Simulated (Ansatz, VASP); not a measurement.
# Cross-check of AlSiPb between VASP and Ansatz

Wanted: the spread between two codes on one cell, functional and k mesh. The cell is generated by rule, not measured, and may not be a known phase. The cell is taken from a series of runs on this material, whose earlier steps may have relaxed, scaled, displaced or heated it; both programs get it as it stands.

Calculated with Ansatz 0.2.0; plane waves, with VASP 6.6.1 beside it; zone-centre phonons at PBEsol.

The structure was built from a prototype and need not be the compound's stable phase.

## Step 1: Starting point

Symmetry: Imm2, No. 44, orthorhombic system. Conventional cell: a = 4.067 Å, b = 8.480 Å, c = 7.573 Å, α = 90.00°, β = 90.00°, γ = 90.00°. Nearest to Pb lie 6 Si at 3.14 to 3.30 Å and 2 Al at 3.25 Å and 2 Pb at 3.39 Å. Nearest to Pb lie 4 Si at 3.15 Å and 6 Al at 3.16 to 3.36 Å and 2 Pb at 3.39 Å. Nearest to Al lie 3 Si at 2.52 to 2.54 Å and 1 Al at 2.87 Å and 4 Pb at 3.16 to 3.36 Å. Nearest to Si lie 3 Al at 2.52 to 2.54 Å and 5 Pb at 3.14 to 3.30 Å. Farther neighbours are not listed.

## Step 2: Ansatz: zone-centre phonons, PBEsol

Ansatz runs on its default PAW (the set named soft_2) files.

Second derivatives magnify differences that forces hide, and they need a tight electronic threshold.

Contents of input.yaml:

```yaml
crystal:
  lattice:
    - [-2.0334466932, 4.2400375326, 3.786272319]
    - [2.0334466932, -4.2400375326, 3.786272319]
    - [2.0334466932, 4.2400375326, -3.786272319]
  atoms:
    - { symbol: Pb, position: [0.4488464866, 0.9488464866, 0.5] }
    - { symbol: Pb, position: [0.0907690987, 0.0907690987, 0.0] }
    - { symbol: Al, position: [0.0037303207, 0.334331686, 0.6693986347] }
    - { symbol: Al, position: [0.6649330514, 0.334331686, 0.3306013653] }
    - { symbol: Si, position: [0.866519086, 0.6458605214, 0.2206585646] }
    - { symbol: Si, position: [0.4252019568, 0.6458605214, 0.7793414354] }
kpoints:
  mp_grid: { grid: [8, 8, 8] }
hamiltonian:
  xc: pbesol
scf:
  occupations: { method: methfessel_paxton, width: 0.15 }
output:
  eigenvalues: true
phonons:
  method: dfpt
```

Launch:

```sh
> ansatz run input.yaml --threads 8 --pin off --max-ram 14336MiB --backend cpu --events-out ev --progress --plain --runs-dir out
```

Numbers of over 12 decimals in the logs are rounded to 6 here.

What it wrote:

```text
zone centre: on kpoints.mp_grid the ground state, and the responses unless they are solved on pairs of k-points, stand on 150 of the mesh's 512 k-points, reduced under 2 symmetry operations, with k and −k counted as one. Each operation leaves every solved displacement unchanged or reverses it
Engine: ansatz 0.2.0, aarch64-unknown-linux-gnu
Pseudopotentials: kind: paw
Pseudopotential: Pb, paw, valence charge 14, recommended cutoff 420 eV (normal), Pb.paw.azcp
Pseudopotential: Al, paw, valence charge 3, recommended cutoff 420 eV (normal), Al.paw.azcp
Pseudopotential: Si, paw, valence charge 4, recommended cutoff 420 eV (normal), Si.paw.azcp
Functional definition: PBEsol
  exchange = pbesol_x
  correlation = pbesol_c
Crystal: 6 atoms, lattice volume = 130.579 Å³
Basis set: ecut = 420 eV, 2553 PW (Γ), exchange–correlation on 90×90×90 points (8 copies of the dense FFT grid, shifted against one another)
Bands: 27, of which v1, the nominal top of the filled ones, is band 21 counted from 1 (20 counted from 0)
Symmetry: 4 space group operations
k-points: 150 of 512 (irreducible under 2 space group operations, time reversal used)
Non-local potential: Pb, projectors of the file, l = 0: 2, l = 1: 2, l = 2: 2, l = 3: 2
Non-local potential: Al, projectors of the file, l = 0: 2, l = 1: 2, l = 2: 1
Non-local potential: Si, projectors of the file, l = 0: 2, l = 1: 2, l = 2: 2
PAW form: soft (Blöchl's): semilocal exchange-correlation on the pseudo side does not see the compensation charge
PAW frozen core: Pb, regenerated for the run's functional, and the local potential with it (the file was generated under x = pbe(κ = 0.804, μ = 0.219515), c = pbe(β = 0.066725))
PAW frozen core: Al, regenerated for the run's functional, and the local potential with it (the file was generated under x = pbe(κ = 0.804, μ = 0.219515), c = pbe(β = 0.066725))
PAW frozen core: Si, regenerated for the run's functional, and the local potential with it (the file was generated under x = pbe(κ = 0.804, μ = 0.219515), c = pbe(β = 0.066725))
PAW one-centre angular grid: Pb, 590 points (default); XC on 64 Gauss nodes
PAW one-centre angular grid: Al, 110 points (default); XC on 64 Gauss nodes
PAW one-centre angular grid: Si, 110 points (default); XC on 64 Gauss nodes
Initial density: superposition of atomic densities (neutral atoms: chi_scale 0, normalization atom), corrected by the library's trained network
Initial wavefunctions: pseudopotential atomic-orbital guess
Functional: x = pbesol(κ = 0.804, μ = 0.123457), c = pbesol(β = 0.046)
SCF iter   1: F=—  HF=-25800.642846 eV  |F-HF|=—  |Δ(HF+E_count)|=         —  Δρ=2.42e-3  dr2=1.61e-2  ethr=1.77e-3  ⟨swp⟩=7.3  Hψ=21377  notcnv=0
preconditioner: auto → Kerker (q_TF=auto, 2.258 Å⁻¹)  [metal: Δε(μ)=0.008 eV  Ē_g=12.673 eV  σ=0.150 eV  W_gap=0.04  n_scr=20 (ndim 8)  ℏωp=21.1 eV  f_vac=0.000  D(μ)=2.69/eV (n_scr^D=16)]
SCF iter   2: F=—  HF=-25800.638614 eV  |F-HF|=—  |Δ(HF+E_count)|=   4.23e-3  S|Δr|=    0.00e0  Δρ=1.49e-3  dr2=5.64e-3  ethr=3.83e-5  ⟨swp⟩=1.6  Hψ=6102  notcnv=0
SCF iter   3: F=—  HF=-25800.637217 eV  |F-HF|=—  |Δ(HF+E_count)|=   1.40e-3  S|Δr|=    0.00e0  Δρ=4.12e-4  dr2=2.17e-4  ethr=1.34e-5  ⟨swp⟩=3.0  Hψ=7197  notcnv=0
SCF iter   4: F=—  HF=-25800.637166 eV  |F-HF|=—  |Δ(HF+E_count)|=   5.02e-5  S|Δr|=    0.00e0  Δρ=2.01e-4  dr2=5.73e-5  ethr=5.16e-7  ⟨swp⟩=2.5  Hψ=7180  notcnv=0
SCF iter   5: F=—  HF=-25800.637154 eV  |F-HF|=—  |Δ(HF+E_count)|=   1.19e-5  S|Δr|=    0.00e0  Δρ=5.08e-5  dr2=2.86e-6  ethr=1.36e-7  ⟨swp⟩=2.0  Hψ=7053  notcnv=0
SCF iter   6: F=—  HF=-25800.637086 eV  |F-HF|=—  |Δ(HF+E_count)|=   6.88e-5  S|Δr|=    0.00e0  Δρ=1.60e-5  dr2=3.31e-7  ethr=6.81e-9  ⟨swp⟩=3.0  Hψ=7710  notcnv=0
SCF iter   7: F=—  HF=-25800.637086 eV  |F-HF|=—  |Δ(HF+E_count)|=   1.07e-7  S|Δr|=    0.00e0  Δρ=3.32e-6  dr2=2.15e-8  ethr=7.88e-10  ⟨swp⟩=2.2  Hψ=6086  notcnv=0
SCF iter   8: F=—  HF=-25800.637086 eV  |F-HF|=—  |Δ(HF+E_count)|=   6.94e-9  S|Δr|=    0.00e0  Δρ=5.52e-7  dr2=6.30e-10  ethr=5.11e-11  ⟨swp⟩=2.0  Hψ=7025  notcnv=0
SCF iter   9: F=—  HF=-25800.637086 eV  |F-HF|=—  |Δ(HF+E_count)|=  1.60e-10  S|Δr|=    0.00e0  Δρ=2.10e-7  dr2=6.61e-11  ethr=1.50e-12  ⟨swp⟩=2.5  Hψ=6899  notcnv=0
SCF iter  10: F=-25800.637086 eV  HF=-25800.637086 eV  |F-HF|=7.28e-12  |Δ(HF+E_count)|=  1.46e-11  S|Δr|=    0.00e0  Δρ=2.59e-8  dr2=1.67e-12  ethr=1.00e-12  ⟨swp⟩=10.6  Hψ=23076  notcnv=0
SCF 1 converged in 10 iterations: F = -25800.637086 eV  dr2 = 1.67e-12
  greatest PAW one-centre occupation: 0.979 electrons in one spin orbital (limit 2), on the Pb atom at site 0 (counted from 0), in its partial waves of l = 2
DFPT response loops at Γ: preconditioner auto → Kerker (q_TF=auto, 2.258 Å⁻¹) (partly filled bands, converged f_vac=0.000); β = 1.00, the filter's whole step (`scf.mixing.beta` (0.50) is not read by the response loops under this deck's `scf.mixing.preconditioner`; to damp them name `kerker` or `kerker_dos`, under which they read `scf.mixing.beta`, and type it under 1.00, their step now; both keys bind the ground state too); Broyden in place of MSR1
SCF converged after 10 iterations
Stability not checked: this state was not tested for a lower state beside it, because cold or Methfessel-Paxton smearing, or corrected tetrahedra, fill the levels in a way that the test cannot read (fill_not_monotonic; see scf.lower_state_search)
Free energy (F): -25800.637086 eV
Harris-Foulkes:  -25800.637086 eV  (|F-HF|=7.28e-12)
Internal energy: -25800.635899 eV  (E = F + TS)
E sigma→0 (E₀):  -25800.636789 eV
Entropy (-TS):   -0.001186 eV (-0.198 meV/atom)
Fermi energy:    8.968691 eV
--- Per-component energies (eV) ---
  E_band       = -65.026801
  E_kinetic    = 701.544396
  E_local      = -2542.566176  (includes V_loc(G=0)·N_el)
  E_nonlocal   = 777.087876
  E_hartree    = 1048.992594
  E_xc         = -625.556103
  E_vxc        = -416.585282  (∫ρ·V_xc dr)
  E_paw        = -22418.144527  (= ΣΔE_a)
  E_vpaw       = -682.492917  (= ΣTr[D̂ρ^β])
  E_aug_tail   = 0.000102  (compensation charges beyond the density's cutoff)
  E_ewald      = -2742.219693
  E_core_change = 0.225633  (= ΣΔE_core)
  E_smearing   = -0.001186  (= −TS)
  E_closure    = 0.000000  (closes the sum)
  Σ components = -25800.637086   (vs F -25800.637086, Δ=0.00e0)
--- Band table (eV; the first three rows and the last of 150) ---
  k-point 0: bands = [... 17 lower, 7.6153, 7.9884, 8.1688, 8.2423, 9.3393, 9.4527, 10.2058, 10.2877, ... 2 higher]
  k-point 1: bands = [... 17 lower, 6.5969, 7.2505, 7.5862, 7.6727, 9.1299, 9.4720, 10.7982, 11.6708, ... 2 higher]
  k-point 2: bands = [... 17 lower, 5.9647, 6.2817, 6.6472, 8.1001, 9.3463, 9.9854, 11.5711, 12.4593, ... 2 higher]
  k-point 149: bands = [... 17 lower, 8.5936, 8.7000, 8.9602, 10.2018, 10.2081, 10.5027, 10.6354, 11.2191, ... 2 higher]
--- Phonons (Γ-DFPT): 12 representative perturbations + reference, on 150 of 512 k-points (Σ response iterations 36) ---
  k mesh reduced under 2 symmetry operations, with k and −k counted as one. Each operation leaves every solved displacement unchanged or reverses it
  ASR residual: 3.487e-5 → 0.000e0 eV/Å²; symmetrization residual: 1.142e-5 eV/Å²
  ASR residual per site (eV/Å²): 2.95e-5 3.49e-5 2.30e-5 2.30e-5 9.00e-6 9.00e-6
  Γ frequencies (cm⁻¹): 0.00 0.00 0.00 48.08 48.73 62.35 67.89 88.57 92.87 101.07 116.47 123.09 193.77 270.48 290.19 334.45 343.15 358.93
  non-analytic LO–TO correction: not included (Born effective charges unavailable; polar crystals: no LO–TO splitting at Γ)
```

[end of part 1 of 3]

[Lines on the potential files, build, host, timing and source positions are cut from VASP's logs without a mark.]

[Logs are printed without paths, hosts, clocks, repeated set-up lines and the standing remarks that a program may print on its own settings, such as how far it seeks lower states.]

[Hosts, paths, dates, database ids (printed as entryN), source tags and the programs' standing remarks are cut or masked in the printed files.]
